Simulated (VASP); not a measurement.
Wanted: the native input for a VASP 6.6.1 run.

* Task: relaxation of cell and atoms
* Functional: PBEsol
* Potentials or basis: VASP PAW PBE potentials, release 64 (In_d, Se)
* Cutoff: 400 eV
* k mesh: 8 × 8 × 2
* Occupations: gaussian, width 0.02 eV
* Spin: no spin polarisation
* Further INCAR settings: ALGO = Normal; EDIFF = 1e-06; IBRION = 2; EDIFFG = -0.005; NSW = 40; ISIF = 3

The structure of InSe lies in POSCAR:

```
InSe
1.0
    4.0500000000      0.0000000000      0.0000000000
   -2.0250000000      3.5074028853      0.0000000000
    0.0000000000      0.0000000000     16.9300000000
In Se
4 4
Direct
    0.3333333333      0.6666666667      0.1570000000
    0.6666666667      0.3333333333      0.6570000000
    0.3333333333      0.6666666667      0.3430000000
    0.6666666667      0.3333333333      0.8430000000
    0.3333333333      0.6666666667      0.6020000000
    0.6666666667      0.3333333333      0.1020000000
    0.3333333333      0.6666666667      0.8980000000
    0.6666666667      0.3333333333      0.3980000000
```

The input as run:

INCAR

```
  PREC = Accurate
  ENCUT = 400
  EDIFF = 1E-6
  ISMEAR = 0
  SIGMA = 0.02
  LREAL = False
  LASPH = True
  NELM = 60
  ALGO = Normal
  ISIF = 3
  LWAVE = False
  LCHARG = False
  GGA = PS
  IBRION = 2
  NSW = 40
  EDIFFG = -0.005
```

KPOINTS

```
regular mesh
0
Gamma
  8 8 2
```

Potentials or basis: VASP PAW PBE potentials, release 64 (In_d, Se).

The run is started by

```console
$ cat potpaw_PBE.64/In_d/POTCAR potpaw_PBE.64/Se/POTCAR > POTCAR
$ mpirun -np 1 vasp_std > vasp.out
```

Results of the run:

| Property | Result |
| --- | --- |
| Relaxed volume | 29.48 Å³/atom |
| Relaxed cell | a = 4.006 Å, b = 4.006 Å, c = 16.967 Å, α = 90.00°, β = 90.00°, γ = 120.00° |
| Space group after relaxing (to 0.05 Å) | P6_3/mmc (No. 194) |
| Energy gained by relaxing | 210.8 meV/atom |
| Ionic steps | 30 |
| Pressure after relaxing | 0.0 GPa |
| Band gap on the k mesh | 0.41 eV, direct |

Caveat: the PAW data sets were made with another functional, which shifts forces and pressure a little; spin-orbit coupling is left out, which moves the levels of the heavy elements; this functional lacks dispersion, which binds the layers, so the pressure and a relaxed spacing across them are unreliable.

It took 34 min on 1 thread of Intel(R) Xeon(R) Platinum 8488C (Sapphire Rapids), on a shared host, peak memory 0.36 GiB.
